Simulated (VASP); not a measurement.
```xyz
2
Lattice="2.9500 0.0000 0.0000 0.0000 2.9500 0.0000 0.0000 0.0000 2.9500" Properties=species:S:1:pos:R:3 pbc="T T T"
Zn     1.4750     1.4750     1.4750
Cu     0.0000     0.0000     0.0000
```

The base run (VASP): PBE GGA, plane waves, VASP's PBE PAW potentials (set 64). Settings: 400 eV cut-off, 11×11×11 Γ-centred mesh, first-order Methfessel-Paxton smearing of 0.10 eV, potentials Zn Cu.

One setting is varied; ΔE counts from the base run. The base run took about 8 core-seconds. Times come from single runs on busy shared machines, so they are rough: good to a factor of about 2.

Pressures at a finite cut-off, here 400 eV, hold a Pulay part, which wasn't tested here.

```tsv
setting	cost over the base run	electronic steps	ΔE (meV/atom)	pressure (GPa)
ISYM = 1	within a factor of 2	13	0.0	1.37
SYMPREC = 1E-3	within a factor of 2	13	0.0	1.37
base run	reference	13	0.0	1.37
ISYM = 0	about 9 times	13	0.0	1.38
ISYM = -1	[?]	13	0.0	1.38
```

Complete the blanks.

- ISYM = -1, cost over the base run: about 20 times

Left out are runs that failed, have no time on record or changed the cell.

The compound is CuZn in the CsCl type structure. The cell was not relaxed at this level.
